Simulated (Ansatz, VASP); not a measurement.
## PtSe2 (Sudovikovite): VASP beside Ansatz

Wanted: the spread between two codes on one cell, functional and k mesh. Of the first pair: The cell is taken from a series of runs on this material, whose earlier steps may have relaxed, scaled, displaced or heated it; both programs get it as it stands.

Calculated with Ansatz 0.2.0; plane waves, with VASP 6.6.1 beside it; relaxation of cell and atoms at RPBE and zone-centre phonons at RPBE.

## Step 1: Starting point

It takes space group P-3m1 (No. 164, trigonal). The conventional cell has a = 3.779 Å, b = 3.779 Å, c = 7.973 Å, α = 90.00°, β = 90.00°, γ = 120.00°. Nearest to Pt lie 6 Se at 2.54 Å. Nearest to Se lie 3 Pt at 2.54 Å. Farther neighbours and most contacts between anions are not listed.

## Step 2: Ansatz: relaxation of cell and atoms, RPBE, pair 1

Ansatz runs on its default PAW (the set named soft_2) files.

The relaxed volume is the usual yardstick between codes: in a stiff, nearly cubic crystal its relative difference is about their pressure difference at one cell divided by the bulk modulus.

Input file input.yaml:

```yaml
crystal:
  lattice:
    - [3.7785287629, 0.0, 0.0]
    - [-1.8892643815, 3.2723018976, 0.0]
    - [0.0, 0.0, 7.973198044]
  atoms:
    - { symbol: Pt, position: [0.0, 0.0, 0.0] }
    - { symbol: Se, position: [0.3333333333, 0.6666666667, 0.1642278719] }
    - { symbol: Se, position: [0.6666666667, 0.3333333333, 0.8357721281] }
kpoints:
  mp_grid: { grid: [9, 9, 4] }
hamiltonian:
  xc: rpbe
scf:
  occupations: { method: gaussian, width: 0.02 }
output:
  forces: true
  stress: true
  eigenvalues: true
relax:
  adjacent_minimum: "off"
  f_tol: 0.005
  max_steps: 80
  cell: { stress_tol: 0.05 }
```

Started as:

```console
> ansatz run input.yaml --threads 8 --pin off --max-ram 14336MiB --backend cpu --events-out ev --progress --plain --runs-dir out
```

Numbers of over 12 decimals in the logs are rounded to 6 here.

The program printed:

```text
Engine: ansatz 0.2.0, aarch64-unknown-linux-gnu
Pseudopotentials: kind: paw
Pseudopotential: Pt, paw, valence charge 18, recommended cutoff 420 eV (normal), Pt.paw.azcp
Pseudopotential: Se, paw, valence charge 16, recommended cutoff 420 eV (normal), Se.paw.azcp
Functional definition: RPBE
  parameter kappa = 0.804
  parameter beta = 0.066725
  exchange = rpbe_x(kappa = kappa, mu = beta*pi^2/3)
  correlation = pbe_c(beta = beta)
Crystal: 3 atoms, lattice volume = 98.585 Å³
Basis set: ecut = 420 eV, 1983 PW (Γ), exchange–correlation on 54×54×108 points (8 copies of the dense FFT grid, shifted against one another)
Bands: 30, of which v1, the nominal top of the filled ones, is band 25 counted from 1 (24 counted from 0)
Symmetry: 12 space group operations
Space group: P-3m1 (ITA 164), of the structure as read, at distance tolerance 4.6e-5 Å
k-points: 43 of 324
Non-local potential: Pt, projectors of the file, l = 0: 3, l = 1: 2, l = 2: 2, l = 3: 1
Non-local potential: Se, projectors of the file, l = 0: 2, l = 1: 2, l = 2: 3, l = 3: 1
PAW form: soft (Blöchl's): semilocal exchange-correlation on the pseudo side does not see the compensation charge
PAW frozen core: Pt, regenerated for the run's functional, and the local potential with it (the file was generated under x = pbe(κ = 0.804, μ = 0.219515), c = pbe(β = 0.066725))
PAW frozen core: Se, regenerated for the run's functional, and the local potential with it (the file was generated under x = pbe(κ = 0.804, μ = 0.219515), c = pbe(β = 0.066725))
PAW one-centre angular grid: Pt, 590 points (default); XC on 64 Gauss nodes
PAW one-centre angular grid: Se, 590 points (default); XC on 64 Gauss nodes
Initial density: superposition of atomic densities (neutral atoms: chi_scale 0, normalization atom), corrected by the library's trained network
Initial wavefunctions: pseudopotential atomic-orbital guess
Functional: x = rpbe, c = pbe(β = 0.066725)
SCF iter   1: F=—  HF=-23488.298913 eV  |F-HF|=—  |Δ(HF+E_count)|=         —  Δρ=2.52e-3  dr2=4.54e-3  ethr=1.77e-3  ⟨swp⟩=6.6  Hψ=5287  notcnv=0
preconditioner: auto → Resta (q_TF=auto, 2.436 Å⁻¹)  ε∞=4.5  [insulator: Δε(μ)=1.319 eV  Ē_g=9.367 eV  σ=0.020 eV  W_gap=1.00  n_scr=24 (ndim 8)  ℏωp=17.5 eV  f_vac=0.361  D(μ)=0.00/eV (n_scr^D=0)  ε∞_Penn≈4.5]
SCF iter   2: F=—  HF=-23488.299613 eV  |F-HF|=—  |Δ(HF+E_count)|=   7.00e-4  Δρ=1.41e-3  dr2=1.51e-3  ethr=9.09e-6  ⟨swp⟩=2.3  Hψ=2293  notcnv=0  defer=43
SCF iter   3: F=—  HF=-23488.300119 eV  |F-HF|=—  |Δ(HF+E_count)|=   5.06e-4  Δρ=6.94e-4  dr2=7.53e-4  ethr=3.02e-6  ⟨swp⟩=2.0  Hψ=1892  notcnv=0  defer=43
SCF iter   4: F=—  HF=-23488.300065 eV  |F-HF|=—  |Δ(HF+E_count)|=   5.42e-5  Δρ=1.70e-4  dr2=3.74e-5  ethr=1.51e-6  ⟨swp⟩=2.0  Hψ=1724  notcnv=0  defer=43
SCF iter   5: F=—  HF=-23488.300060 eV  |F-HF|=—  |Δ(HF+E_count)|=   4.47e-6  Δρ=7.65e-5  dr2=7.54e-6  ethr=7.47e-8  ⟨swp⟩=2.0  Hψ=1815  notcnv=0  defer=43
SCF iter   6: F=—  HF=-23488.300074 eV  |F-HF|=—  |Δ(HF+E_count)|=   1.39e-5  Δρ=1.70e-5  dr2=5.80e-7  ethr=1.51e-8  ⟨swp⟩=2.0  Hψ=1721  notcnv=0  defer=43
SCF iter   7: F=-23488.300074 eV  HF=-23488.300074 eV  |F-HF|=2.71e-7  |Δ(HF+E_count)|=   1.99e-7  Δρ=5.46e-6  dr2=6.57e-8  ethr=2.00e-10  ⟨swp⟩=9.6  Hψ=6022  notcnv=0
SCF 1 converged in 7 iterations: F = -23488.300074 eV  dr2 = 6.57e-8
  greatest PAW one-centre occupation: 1.000 electrons in one spin orbital (limit 2), on the Pt atom at site 0 (counted from 0), in its partial waves of l = 0
relax step   1: F+E_penalty+E_count = -23488.30007390 eV  Δ(F+E_penalty+E_count) = +0.000e0 eV  max|allowed force component| = 6.123e-4 eV/Å  Δτ_max = 0.0000 Å  P = -0.005 GPa  Ω = 98.585 Å³  (7 SCF iters, dr2 threshold 1.00e-7 eV, accepted)
Initial density: handed on by an earlier stage of this run
Initial wavefunctions: pseudopotential atomic-orbital guess (no wavefunctions were taken with the density)
iter 1 solved again at ethr=1.34e-7 eV; its pass at ethr=3.10e-3 eV (dr2=6.68e-5 eV) is discarded
SCF iter   1: F=—  HF=-23488.300110 eV  |F-HF|=—  |Δ(HF+E_count)|=         —  Δρ=5.41e-6  dr2=6.92e-8  ethr=1.34e-7  ⟨swp⟩=3.9  Hψ=8623  notcnv=0
preconditioner: auto → Resta (q_TF=auto, 2.436 Å⁻¹)  ε∞=4.5  [insulator: Δε(μ)=1.305 eV  Ē_g=9.371 eV  σ=0.020 eV  W_gap=1.00  n_scr=24 (ndim 8)  ℏωp=17.5 eV  f_vac=0.362  D(μ)=0.00/eV (n_scr^D=0)  ε∞_Penn≈4.5]
SCF iter   2: F=—  HF=-23488.300074 eV  |F-HF|=—  |Δ(HF+E_count)|=   3.60e-5  Δρ=3.86e-6  dr2=3.13e-8  ethr=1.38e-10  ⟨swp⟩=3.0  Hψ=2599  notcnv=0
SCF iter   3: F=—  HF=-23488.300074 eV  |F-HF|=—  |Δ(HF+E_count)|=   5.16e-8  Δρ=2.28e-6  dr2=1.20e-8  ethr=6.26e-11  ⟨swp⟩=2.0  Hψ=1646  notcnv=0
SCF iter   4: F=—  HF=-23488.300074 eV  |F-HF|=—  |Δ(HF+E_count)|=   3.17e-8  Δρ=1.90e-6  dr2=5.62e-9  ethr=2.40e-11  ⟨swp⟩=2.4  Hψ=1766  notcnv=0
SCF iter   5: F=—  HF=-23488.300074 eV  |F-HF|=—  |Δ(HF+E_count)|=   1.86e-9  Δρ=3.42e-7  dr2=2.27e-10  ethr=1.12e-11  ⟨swp⟩=2.0  Hψ=1630  notcnv=0
SCF iter   6: F=-23488.300074 eV  HF=-23488.300074 eV  |F-HF|=1.46e-11  |Δ(HF+E_count)|=  3.64e-11  Δρ=9.23e-8  dr2=1.91e-11  ethr=1.00e-12  ⟨swp⟩=5.3  Hψ=6261  notcnv=0
SCF 2 converged in 6 iterations: F = -23488.300074 eV  dr2 = 1.91e-11
relax step   2: F+E_penalty+E_count = -23488.30007399 eV  Δ(F+E_penalty+E_count) = -8.780e-8 eV  max|allowed force component| = 6.668e-4 eV/Å  Δτ_max = 0.0000 Å  P = -0.005 GPa  Ω = 98.585 Å³  stress off target by 8.19e-3 GPa  SCF on the basis re-selected at this cell (its energy is not comparable with the rows above)  (6 SCF iters)
basis re-selected at this cell: Δ(F+E_penalty+E_count) = -8.780e-8 eV, ΔP = -0.000 GPa vs the last step (what re-selecting the basis moved, of the pressure what is left beyond the Pulay correction that the steps carried, after the strain that the cell walked since its last selection, with what the two solves' SCF thresholds leave and, on support functions, any second-order correction that the steps lacked; it is no m [...]
SCF converged after 6 iterations
Free energy (F): -23488.300074 eV
Harris-Foulkes:  -23488.300074 eV  (|F-HF|=1.46e-11)
Internal energy: -23488.300074 eV  (E = F + TS)
E sigma→0 (E₀):  -23488.300074 eV
Fermi energy:    6.059887 eV
--- Per-component energies (eV) ---
  E_band       = -1288.504043
  E_kinetic    = 870.931397
  E_local      = -12477.528345  (includes V_loc(G=0)·N_el)
  E_nonlocal   = -994.892946
  E_hartree    = 5829.160130
  E_xc         = -469.579411
  E_vxc        = -497.223487  (∫ρ·V_xc dr)
  E_paw        = -13302.180526  (= ΣΔE_a)
  E_vpaw       = 151.890434  (= ΣTr[D̂ρ^β])
  E_aug_tail   = -0.000998  (compensation charges beyond the density's cutoff)
  E_ewald      = -2943.622856
  E_core_change = -0.586519  (= ΣΔE_core)
  E_smearing   = -0.000000  (= −TS)
  E_closure    = -0.000000  (closes the sum)
  Σ components = -23488.300074   (vs F -23488.300074, Δ=0.00e0)
--- Forces (eV/Å), atoms counted from 1 ---
  atom   1  Pt     0.00000000     0.00000000     0.00000000
  atom   2  Se     0.00000000    -0.00000000     0.00066679
  atom   3  Se    -0.00000000     0.00000000    -0.00066679
  max |Σ_I F_I| component: 2.31e-18 eV/Å
--- Stress (GPa, compression-positive) ---
       -0.008185      -0.000000      -0.000000
       -0.000000      -0.008185      -0.000000
        0.000000       0.000000       0.000040
  P = ⅓ Tr σ = -0.0054 GPa (-0.054 kbar)
--- Band table (eV; the first three rows and the last of 43) ---
  k-point 0: bands = [... 21 lower, 4.1848, 5.0140, 5.3500, 5.3500, 8.2490, 8.2490, 9.6098, 10.9749, ... 1 higher]
  k-point 1: bands = [... 21 lower, 4.2102, 4.8902, 5.3493, 5.3493, 8.2511, 8.2511, 10.0015, 10.9766, ... 1 higher]
  k-point 2: bands = [... 21 lower, 4.2457, 4.7612, 5.3486, 5.3486, 8.2532, 8.2532, 10.8207, 10.8539, ... 1 higher]
  k-point 42: bands = [... 21 lower, 2.9812, 3.2964, 4.4382, 4.4382, 7.2233, 7.2233, 11.5850, 13.1528, ... 1 higher]
--- Relaxed structure (1 steps of the walk, 1 accepted, 1 SCFs on fresh bases) ---
  F+E_penalty+E_count = -23488.30007399 eV   max|allowed force component| = 6.668e-4 eV/Å   (the final SCF, on the basis selected at the relaxed cell)
  cell:  # Å, volume = 98.5845 Å³
    - [3.778529, 2.8867614007152827e-11, 0.0]
    - [-1.889264, 3.272302, 0.0]
    - [0.0, 0.0, 7.973198044]
  atoms:
    - { symbol: Pt, position: [0.0, 0.0, 0.0] }
    - { symbol: Se, position: [0.333333, 0.666667, 0.164228] }
    - { symbol: Se, position: [0.666667, 0.333333, 0.835772] }
```

Reading the cycles: dr2 is the Hartree energy of the density residual (eV), the measure of convergence; HF is the Harris–Foulkes estimate of the energy, which meets the free energy F at convergence.

## Step 3: VASP: relaxation of cell and atoms, RPBE, pair 1

The same cell, functional, mesh and smearing now go to VASP, with its own data sets.

Lines of VASP's logs that name or quote its potential files are left out, and so is its time.

Input file INCAR:

```
SYSTEM = PtSe2
PREC = Accurate
ENCUT = 500
EDIFF = 1E-07
NELM = 120
ISMEAR = 0
SIGMA = 0.02
LREAL = .FALSE.
ALGO = Normal
GGA = RP
NBANDS = 17
LASPH = .TRUE.
LORBIT = 11
LWAVE = .FALSE.
LCHARG = .FALSE.
ISIF = 3
IBRION = 2
NSW = 80
EDIFFG = -0.005
GGA_COMPAT = .FALSE.
NELMIN = 4
EFERMI = MIDGAP
KPAR = 2
```

Input file POSCAR:

```
PtSe2
1.0
    3.7785290000      0.0000000000      0.0000000000
   -1.8892640000      3.2723020000      0.0000000000
    0.0000000000      0.0000000000      7.9731980000
Pt Se
1 2
Direct
    0.0000000000      0.0000000000      0.0000000000
    0.3333332960      0.6666667685      0.1642278293
    0.6666664393      0.3333332315      0.8357721707
```

Input file KPOINTS:

```
Automatic mesh
0
Gamma
9 9 4
0 0 0
```

The projector-augmented-wave data sets are Pt and Se (PBE family, release 64).

Started as:

```console
> mpirun -np 2 vasp_std
```

The program printed:

```text
[banner, memory and clock lines left out]
running    2 mpi-ranks, on    1 nodes
 distrk:  each k-point on    1 cores,    2 groups
 distr:  one band on    1 cores,    1 groups

 POSCAR found type information on POSCAR PtSe
 POSCAR found :  2 types and       3 ions
|                                                                             |
|               ----> ADVICE to this user running VASP <----                  |
|                                                                             |
|     You enforced a specific xc type in the INCAR file but a different       |
|     [... a line on the potential file left out ...]
|     I HOPE YOU KNOW WHAT YOU ARE DOING!                                     |
|                                                                             |

 LDA part: xc-table for (Slater+PW92), standard interpolation
 POSCAR, INCAR and KPOINTS ok, starting setup
 FFT: planning ... GRIDC
 FFT: planning ... GRID_SOFT
 FFT: planning ... GRID
 WAVECAR not read
 entering main loop
       N       E                     dE             d eps       ncg     rms          rms(c)
DAV:   1     0.120206323224E+03    0.12021E+03   -0.90895E+03  1462   0.104E+03
DAV:   2    -0.719252973325E+01   -0.12740E+03   -0.12279E+03  1910   0.198E+02
DAV:   3    -0.138037353462E+02   -0.66112E+01   -0.65794E+01  1758   0.496E+01
DAV:   4    -0.138839024417E+02   -0.80167E-01   -0.80132E-01  1897   0.576E+00
DAV:   5    -0.138851723251E+02   -0.12699E-02   -0.12698E-02  1880   0.692E-01    0.114E+01
DAV:   6    -0.133216045182E+02    0.56357E+00   -0.43207E+00  1493   0.197E+01    0.669E+00
DAV:   7    -0.131270791923E+02    0.19453E+00   -0.90204E-01  1508   0.947E+00    0.336E+00
DAV:   8    -0.131159321584E+02    0.11147E-01   -0.66174E-02  1651   0.181E+00    0.740E-01
DAV:   9    -0.131124539398E+02    0.34782E-02   -0.11978E-02  1761   0.107E+00    0.196E-01
DAV:  10    -0.131125670839E+02   -0.11314E-03   -0.29426E-03  1671   0.313E-01    0.666E-02
DAV:  11    -0.131125407672E+02    0.26317E-04   -0.11147E-04  1778   0.897E-02    0.373E-02
DAV:  12    -0.131125146189E+02    0.26148E-04   -0.74260E-05  1555   0.599E-02    0.450E-03
DAV:  13    -0.131125148935E+02   -0.27459E-06   -0.44937E-06  1852   0.139E-02    0.218E-03
DAV:  14    -0.131125148614E+02    0.32085E-07   -0.44032E-07  1600   0.463E-03
   1 F= -.13112515E+02 E0= -.13112515E+02  d E =-.131125E+02
[...]
2 F= -.13112508E+02 E0= -.13112508E+02  d E =0.671805E-05
[...]
3 F= -.13112533E+02 E0= -.13112533E+02  d E =-.181663E-04
 curvature:  -0.21 expect dE=-0.721E-06 dE for cont linesearch -0.225E-06
 ZBRENT: interpolating
 opt :   0.4272  next Energy=   -13.112533 (dE=-0.184E-04)
 bond charge predicted
       N       E                     dE             d eps       ncg     rms          rms(c)
DAV:   1    -0.131125345742E+02   -0.15288E-05   -0.24644E-05  1505   0.409E-02    0.699E-03
DAV:   2    -0.131125334625E+02    0.11118E-05   -0.46106E-06  1494   0.220E-02    0.384E-03
DAV:   3    -0.131125331573E+02    0.30516E-06   -0.41853E-07  1463   0.676E-03    0.171E-03
DAV:   4    -0.131125329819E+02    0.17544E-06   -0.26618E-07  1455   0.261E-03    0.663E-04
DAV:   5    -0.131125329738E+02    0.81011E-08   -0.11907E-08   753   0.933E-04
   4 F= -.13112533E+02 E0= -.13112533E+02  d E =-.181124E-04
 curvature:  -0.21 expect dE=-0.409E-06 dE for cont linesearch -0.157E-09
 trial: gam= 0.02336 g(F)=  0.180E-05 g(S)=  0.114E-06 ort = 0.231E-06 (trialstep = 0.885E+00)
 search vector abs. value=  0.197E-05
 reached required accuracy - stopping structural energy minimisation
```

OUTCAR, selected parts (step 3):

```text
ion  position               nearest neighbor table
   1  0.000  0.000  0.000-   2 2.54   3 2.54   3 2.54   2 2.54   2 2.54   3 2.54
   2  0.333  0.667  0.164-   1 2.54   1 2.54   1 2.54
   3  0.667  0.333  0.836-   1 2.54   1 2.54   1 2.54

  LATTYP: Found a hexagonal cell.
 ALAT       =     3.7785290000
 C/A-ratio  =     2.1101328057

 Subroutine GETGRP returns: Found 12 space group operations
 (whereof 12 operations were pure point group operations)

The static configuration has the point symmetry D_3d.

 Found     43 irreducible k-points:

   k-points           NKPTS =     43   k-points in BZ     NKDIM =     43   number of bands    NBANDS=     17

   dimension x,y,z NGX =    28 NGY =   28 NGZ =   60
   dimension x,y,z NGXF=    56 NGYF=   56 NGZF=  120

   ENCUT  =  500.0 eV  36.75 Ry    6.06 a.u.   6.89  6.89 14.54*2*pi/ulx,y,z

   NELECT =      22.0000    total number of electrons

 k-points in reciprocal lattice and weights: Automatic mesh
   0.00000000  0.00000000  0.00000000       0.003
   0.11111111 -0.00000000  0.00000000       0.019
   0.22222222 -0.00000000  0.00000000       0.019
   0.33333333 -0.00000000  0.00000000       0.019
   0.44444444 -0.00000000  0.00000000       0.019
   0.11111111  0.11111111  0.00000000       0.019
   0.22222222  0.11111111  0.00000000       0.037
   0.33333333  0.11111111  0.00000000       0.037
   0.44444444  0.11111111  0.00000000       0.019
[...]
0.33333333  0.22222222  0.50000000       0.037
   0.33333333  0.33333333  0.50000000       0.006

 average (electrostatic) potential at core
       1 -72.8878       2 -56.9537       3 -56.9537

 E-fermi :   1.8770

 k-point     1 :       0.0000    0.0000    0.0000
  band No.  band energies     occupation
    ...
      7      -1.5033      2.00000
      8       0.0031      2.00000
      9       0.8323      2.00000
     10       1.1733      2.00000
     11       1.1733      2.00000
     12       4.0677      0.00000
     13       4.0677      0.00000
     14       5.4331      0.00000
     15       6.7930      0.00000
     16       8.6558      0.00000
    ...

 k-point     2 :       0.1111   -0.0000    0.0000
  band No.  band energies     occupation
    ...
      7      -1.5926      2.00000
      8      -0.3846      2.00000
      9       1.0195      2.00000
     10       1.0927      2.00000
     11       1.1642      2.00000
     12       3.3613      0.00000
     13       3.9020      0.00000
     14       5.9317      0.00000
     15       7.4616      0.00000
     16       8.3414      0.00000
    ...

 k-point     3 :       0.2222   -0.0000    0.0000
  band No.  band energies     occupation
    ...
      7      -1.7216      2.00000
      8      -0.8577      2.00000
      9       0.7818      2.00000
     10       0.9400      2.00000
     11       1.1504      2.00000
     12       2.6209      0.00000
     13       3.7113      0.00000
     14       6.8523      0.00000
     15       7.0607      0.00000
     16       8.8693      0.00000
    ...

  Total       -0.0018332     -0.0018332     -0.0006076     -0.0000000      0.0000000     -0.0000000
  in kB       -0.0298159     -0.0298159     -0.0098821     -0.0000000      0.0000000     -0.0000000
  external PRESSURE =      -0.0231713 kB  Pullay stress =       0.0000000 kB

  energy-cutoff  :      500.00
  volume of cell :       98.51
      direct lattice vectors                 reciprocal lattice vectors
     3.777447133 -0.000000000 -0.000000000     0.264729052  0.152841354  0.000000000
    -1.888723067  3.271365076  0.000000000     0.000000000  0.305682789  0.000000000
    -0.000000000  0.000000000  7.971652309     0.000000000  0.000000000  0.125444508

 POSITION                                       TOTAL-FORCE (eV/Angst)
 -----------------------------------------------------------------------------------
     -0.00000      0.00000      0.00000        -0.000000      0.000000      0.000000
     -0.00000      2.18091      1.30904         0.000000     -0.000000      0.004322
      1.88872      1.09045      6.66261         0.000000     -0.000000     -0.004322
 -----------------------------------------------------------------------------------
    total drift:                                0.000326     -0.000000      0.000000

  FREE ENERGIE OF THE ION-ELECTRON SYSTEM (eV)
  ---------------------------------------------------
  free  energy   TOTEN  =       -13.1125329738 eV

  energy  without entropy=      -13.1125329738  energy(sigma->0) =      -13.11253297

 reached required accuracy - stopping structural energy minimisation

 total charge
# of ion       s       p       d       tot
------------------------------------------
    1        0.662   0.663   7.971   9.296
    2        1.476   2.238   0.052   3.766
    3        1.476   2.238   0.052   3.766
--------------------------------------------------
tot          3.613   5.139   8.075  16.828

[... 3 further parts left out ...]
```

CONTCAR:

```
PtSe2
   1.00000000000000
     3.7774471333481974   -0.0000000001653067   -0.0000000000000000
    -1.8887230669604185    3.2713650761671031    0.0000000000000000
    -0.0000000000000000    0.0000000000000000    7.9716523094153313
  Pt              Se
     1     2
Direct
     0.0000000000000000    0.0000000000000000    0.0000000000000000
     0.3333332959999993    0.6666667685000007    0.1642123261319520
     0.6666664393000019    0.3333332314999993    0.8357876738680480
```

## Step 4: Side by side

Known differences besides the potentials themselves: the data sets hold 50 valence electrons in Ansatz (on its default PAW (the set named soft_2) files) and 22 in VASP; the cutoff is 420 eV in Ansatz and 500 eV in VASP; Ansatz makes its cores anew for this functional, VASP keeps those of its PBE data sets; Ansatz adds a Pulay correction to the stress that steers its cell, VASP none. Total energies have different zeros and are not compared.

Both answers:

```
                                         quantity  Ansatz   VASP  difference
                                      volume (Å³)   98.58  98.51     +0.08 %
edge a after relaxation, in the typed setting (Å)   3.779  3.777     +0.03 %
edge c after relaxation, in the typed setting (Å)   7.973  7.972     +0.02 %
```

(Part 1 of 2 ends here.)

[Lines on the potential files, build, host, timing and source positions are cut from VASP's logs without a mark.]

[Logs are printed without paths, hosts, clocks, repeated set-up lines and the standing remarks that a program may print on its own settings, such as how far it seeks lower states.]

[Hosts, paths, dates, database ids (printed as entryN), source tags and the programs' standing remarks are cut or masked in the printed files.]
